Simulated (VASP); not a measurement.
A VASP calculation is set up with these files.

**POSCAR**
```
Rb
1
   -1.7286848866     1.7286848866     1.7286848866
    1.7286848866    -1.7286848866     1.7286848866
    1.7286848866     1.7286848866    -1.7286848866
Rb
1
Direct
  0.0000000000   0.0000000000   0.0000000000
```

### INCAR
```
SYSTEM  =  Rb
PREC  =  Accurate; ENCUT  =  500; LREAL  =  F
LASPH  =  T
EDIFF  =  1E-6; NELM  =  100; ALGO  =  Normal
LMAXMIX  =  4
ISMEAR  =  1; SIGMA  =  0.1
IBRION  =  2; NSW  =  40; ISIF  =  3
EDIFFG  =  -0.02; PSTRESS  =  450
LWAVE  =  F; LCHARG  =  F
```

File KPOINTS:
```
K-points
0
Gamma
 15 15 15
0 0 0
```

POTCAR, in this order: Rb_sv (LDA.64 set). Program: vasp_std.

Question: Write an equivalent input for Ansatz.

Answer: One equivalent input (not run):
Ansatz 0.2 input:
```yaml
crystal:
  lattice:
    - [-1.7286849, 1.7286849, 1.7286849]
    - [1.7286849, -1.7286849, 1.7286849]
    - [1.7286849, 1.7286849, -1.7286849]
  atoms:
    - { symbol: Rb, position: [0.0000000, 0.0000000, 0.0000000] }
kpoints:
  mp_grid: { grid: [15, 15, 15] }
hamiltonian:
  xc: lda
  pseudopotentials: { kind: paw }
scf:
  occupations: { method: methfessel_paxton, width: 0.1 }
  max_iter: 100
relax:
  max_steps: 40
  f_tol: 0.02
  cell: { p_target: 45 }
output: { forces: true, stress: true, eigenvalues: true }
```
Limits of the translation: each code has its own PAW files, so the cut-off isn't converted (ENCUT is set for VASP's; basis.ecutwfc is left out, and Ansatz then takes the one that its files recommend); Ansatz stops its SCF on the density residual and VASP on the energy change (EDIFF); Ansatz's lda is the Perdew-Wang form, while the LDA potentials of VASP carry Perdew-Zunger's.

The compound is Rb in the bcc structure. This run relaxes it under an external pressure of 45 GPa. Symmetry was kept, so distortions that lower it aren't found.
